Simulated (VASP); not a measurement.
Here is the system:

```yaml
crystal:
  lattice:
    - [0.00000, 2.01500, 2.01500]
    - [2.01500, 0.00000, 2.01500]
    - [2.01500, 2.01500, 0.00000]
  atoms:
    - { symbol: Li, position: [0.00000, 0.00000, 0.00000] }
    - { symbol: F, position: [0.50000, 0.50000, 0.50000] }
```

Method: G0W0 on PBE orbitals, VASP's PBE PAW potentials (set 64) (plane waves; VASP 6.6.1). Numerical set-up: PREC = Normal, 500 eV cut-off, 4×4×4 Γ-centred mesh, Gaussian smearing of 0.010 eV, potentials Li_sv_GW F_GW_new.

The mesh is coarse and the basis finite, so the quasiparticle values are not converged.

NBANDS = 100, ENCUTGW = 150 eV, NOMEGA = 64. The PBE levels (eV) that the step starts from are:

```json
[
 {"state": "k1 (0.00, 0.00, 0.00), band 2", "KS energy": "-20.97", "filling": "2"},
 {"state": "k1 (0.00, 0.00, 0.00), band 3", "KS energy": "-1.01", "filling": "2"},
 {"state": "k1 (0.00, 0.00, 0.00), band 4", "KS energy": "-1.01", "filling": "2"},
 {"state": "k1 (0.00, 0.00, 0.00), band 5", "KS energy": "-1.01", "filling": "2"},
 {"state": "k1 (0.00, 0.00, 0.00), band 6", "KS energy": "8.03", "filling": "0"},
 {"state": "k1 (0.00, 0.00, 0.00), band 7", "KS energy": "22.91", "filling": "0"},
 {"state": "k1 (0.00, 0.00, 0.00), band 8", "KS energy": "22.91", "filling": "0"},
 {"state": "k1 (0.00, 0.00, 0.00), band 9", "KS energy": "22.91", "filling": "0"},
 {"state": "k3 (0.50, 0.00, 0.00), band 2", "KS energy": "-20.54", "filling": "2"},
 {"state": "k3 (0.50, 0.00, 0.00), band 3", "KS energy": "-3.53", "filling": "2"},
 {"state": "k3 (0.50, 0.00, 0.00), band 4", "KS energy": "-1.24", "filling": "2"},
 {"state": "k3 (0.50, 0.00, 0.00), band 5", "KS energy": "-1.24", "filling": "2"},
 {"state": "k3 (0.50, 0.00, 0.00), band 6", "KS energy": "9.75", "filling": "0"},
 {"state": "k3 (0.50, 0.00, 0.00), band 7", "KS energy": "15.69", "filling": "0"},
 {"state": "k3 (0.50, 0.00, 0.00), band 8", "KS energy": "17.86", "filling": "0"},
 {"state": "k3 (0.50, 0.00, 0.00), band 9", "KS energy": "17.86", "filling": "0"},
 {"state": "k4 (0.25, 0.25, 0.00), band 2", "KS energy": "-20.67", "filling": "2"},
 {"state": "k4 (0.25, 0.25, 0.00), band 3", "KS energy": "-2.44", "filling": "2"},
 {"state": "k4 (0.25, 0.25, 0.00), band 4", "KS energy": "-1.52", "filling": "2"},
 {"state": "k4 (0.25, 0.25, 0.00), band 5", "KS energy": "-1.52", "filling": "2"},
 {"state": "k4 (0.25, 0.25, 0.00), band 6", "KS energy": "10.37", "filling": "0"},
 {"state": "k4 (0.25, 0.25, 0.00), band 7", "KS energy": "17.73", "filling": "0"},
 {"state": "k4 (0.25, 0.25, 0.00), band 8", "KS energy": "18.69", "filling": "0"},
 {"state": "k4 (0.25, 0.25, 0.00), band 9", "KS energy": "19.58", "filling": "0"}
]
```

Give the quasiparticle energies and renormalisation factors Z.

```json
[
 {"state": "k1 (0.00, 0.00, 0.00), band 2", "QP energy (eV)": "-25.27", "Z": "0.79"},
 {"state": "k1 (0.00, 0.00, 0.00), band 3", "QP energy (eV)": "-3.76", "Z": "0.81"},
 {"state": "k1 (0.00, 0.00, 0.00), band 4", "QP energy (eV)": "-3.76", "Z": "0.81"},
 {"state": "k1 (0.00, 0.00, 0.00), band 5", "QP energy (eV)": "-3.76", "Z": "0.81"},
 {"state": "k1 (0.00, 0.00, 0.00), band 6", "QP energy (eV)": "9.57", "Z": "0.88"},
 {"state": "k1 (0.00, 0.00, 0.00), band 7", "QP energy (eV)": "25.10", "Z": "0.85"},
 {"state": "k1 (0.00, 0.00, 0.00), band 8", "QP energy (eV)": "25.10", "Z": "0.85"},
 {"state": "k1 (0.00, 0.00, 0.00), band 9", "QP energy (eV)": "25.10", "Z": "0.85"},
 {"state": "k3 (0.50, 0.00, 0.00), band 2", "QP energy (eV)": "-24.63", "Z": "0.76"},
 {"state": "k3 (0.50, 0.00, 0.00), band 3", "QP energy (eV)": "-6.75", "Z": "0.81"},
 {"state": "k3 (0.50, 0.00, 0.00), band 4", "QP energy (eV)": "-4.04", "Z": "0.81"},
 {"state": "k3 (0.50, 0.00, 0.00), band 5", "QP energy (eV)": "-4.04", "Z": "0.81"},
 {"state": "k3 (0.50, 0.00, 0.00), band 6", "QP energy (eV)": "11.31", "Z": "0.89"},
 {"state": "k3 (0.50, 0.00, 0.00), band 7", "QP energy (eV)": "17.96", "Z": "0.84"},
 {"state": "k3 (0.50, 0.00, 0.00), band 8", "QP energy (eV)": "19.77", "Z": "0.88"},
 {"state": "k3 (0.50, 0.00, 0.00), band 9", "QP energy (eV)": "19.77", "Z": "0.88"},
 {"state": "k4 (0.25, 0.25, 0.00), band 2", "QP energy (eV)": "-24.80", "Z": "0.77"},
 {"state": "k4 (0.25, 0.25, 0.00), band 3", "QP energy (eV)": "-5.44", "Z": "0.81"},
 {"state": "k4 (0.25, 0.25, 0.00), band 4", "QP energy (eV)": "-4.37", "Z": "0.81"},
 {"state": "k4 (0.25, 0.25, 0.00), band 5", "QP energy (eV)": "-4.37", "Z": "0.81"},
 {"state": "k4 (0.25, 0.25, 0.00), band 6", "QP energy (eV)": "12.24", "Z": "0.87"},
 {"state": "k4 (0.25, 0.25, 0.00), band 7", "QP energy (eV)": "19.05", "Z": "0.87"},
 {"state": "k4 (0.25, 0.25, 0.00), band 8", "QP energy (eV)": "20.59", "Z": "0.87"},
 {"state": "k4 (0.25, 0.25, 0.00), band 9", "QP energy (eV)": "21.70", "Z": "0.86"}
]
```
On the mesh the gap opens from 9.05 to 13.33 eV.

The compound is LiF in the rock salt structure. The cell was not relaxed at this level. The k-mesh is coarse (spacing up to 0.68 per Å, 2π included), so the numbers may not be converged in it.
